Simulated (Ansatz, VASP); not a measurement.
# Ni2N: VASP beside Ansatz

```xyz
6
Lattice="4.5476 0.0000 0.0000 0.0000 4.5476 0.0000 0.0000 0.0000 2.8557" Properties=species:S:1:pos:R:3 pbc="T T T"
Ni    1.3487    1.3487    0.0000
Ni    0.9251    3.6225    1.4278
Ni    3.1989    3.1989    0.0000
Ni    3.6225    0.9251    1.4278
N     0.0000    0.0000    0.0000
N     2.2738    2.2738    1.4278
```

Alike in both runs: functional PBE; k mesh 4 × 4 × 6; occupations gaussian, width 0.1 eV; no spin polarisation.

Ansatz relaxed the structure, and its values are those at the end. VASP's run is a single point on that final structure, the one shown.

```csv
,VASP,Ansatz
version,VASP 6.6.1,Ansatz 0.2.0
potentials or method,"VASP PAW PBE potentials, release 64 (Ni, N)","scalar-relativistic, plane waves, PAW"
plane-wave cutoff (eV),520,420
valence electrons in the cell,50,82
```

VASP gave:

```
gap on the k mesh at the Fermi level (eV) : none
pressure (GPa)                            : 0.4
rms of the force components (eV/Å)        : 0.006
```

Task: Which values does Ansatz return?

Result: gap on the k mesh at the Fermi level (eV): none; pressure (GPa): 0.0; rms of the force components (eV/Å): 0.008.

A gap of «none» marks a metal or a gap that the smearing closes. The two sets of potentials don't hold the same shells in valence.

Caveats: the k mesh is coarse (spacing up to 0.37 Å⁻¹), so the values aren't converged; the run has no spin polarisation, though such a crystal can be magnetic. Spin polarisation is off, so any magnetic state and its effect on volume and gap are missing.
